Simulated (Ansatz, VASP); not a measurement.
This is a calculation of AgAs for VASP 6.6.1. Atoms were shifted at random by some hundredths of an Å from the given cell, which wasn't relaxed again for these runs. The cell comes from a database or a generator and needn't be the stable form of this composition.

The input INCAR:

```
SYSTEM = AgAs
PREC = Accurate
ENCUT = 520
EDIFF = 1E-7
ISMEAR = -1
SIGMA = 0.05
LREAL = .FALSE.
LASPH = .TRUE.
NELM = 60
ALGO = Normal
ISIF = 2
LWAVE = .FALSE.
LCHARG = .FALSE.
GGA = PE
NBANDS = 24
```

The input KPOINTS:

```
regular mesh
0
G
  6 9 5
  0 0 0
```

Contents of POSCAR:

```
AgAs
1.0
    4.9913820000      0.0000000000      0.0000000000
    0.0000000000      2.9607890000      0.0000000000
    0.0000000000      0.0000000000      5.1726990000
Ag As
2 2
Direct
    0.7568830000     -0.0098330000      0.1594680000
    0.2564910000      0.0043100000      0.8336150000
    0.2498690000      0.5064920000      0.3267600000
    0.7453410000      0.5047510000      0.6656040000
```

Potentials or basis: VASP PAW PBE potentials, release 64 (Ag, As).

Command:

```sh
$ cat potpaw_PBE.64/Ag/POTCAR potpaw_PBE.64/As/POTCAR > POTCAR
$ mpirun -np 1 vasp_std > vasp.out
```

Task: What does the same run look like in Ansatz 0.2.0? Potentials or basis there: Ansatz PAW, cutoff 420 eV.

Result: As run (cutoffs and basis follow the program's own potentials, and thresholds, step limits or extra output files can differ):

Contents of input.yaml:

```yaml
crystal:
  lattice:
    - [4.991382, 0.0, 0.0]
    - [0.0, 2.960789, 0.0]
    - [0.0, 0.0, 5.172699]
  atoms:
    - { symbol: Ag, position: [0.756883, -0.009833, 0.159468] }
    - { symbol: Ag, position: [0.256491, 0.00431, 0.833615] }
    - { symbol: As, position: [0.249869, 0.506492, 0.32676] }
    - { symbol: As, position: [0.745341, 0.504751, 0.665604] }
hamiltonian:
  xc: pbe
  pseudopotentials: { kind: paw }
kpoints:
  mp_grid: { grid: [6, 9, 5] }
scf:
  occupations: { method: fermi_dirac, width: 0.05 }
output:
  forces: true
  stress: true
  eigenvalues: true
```

Potentials or basis: Ansatz PAW.

Run with:

```bash
$ ansatz run input.yaml --threads 2 --pin off --max-ram 5120MiB --backend cpu --events-out ev --progress --plain --runs-dir out
```

Both were run:

|  | VASP | Ansatz |
| --- | --- | --- |
| Pressure | -0.9 GPa | -0.9 GPa |
| Largest force | 0.163 eV/Å | 0.160 eV/Å |

Ansatz's pressure holds a Pulay term of +0.04 GPa for its cutoff of 420 eV, which the other run lacks.

The potentials hold 32 and 68 valence electrons a cell.

Where Ansatz's input types no cutoff or centring, it takes its own default and a Γ-centred mesh.

Pressure is positive in compression.
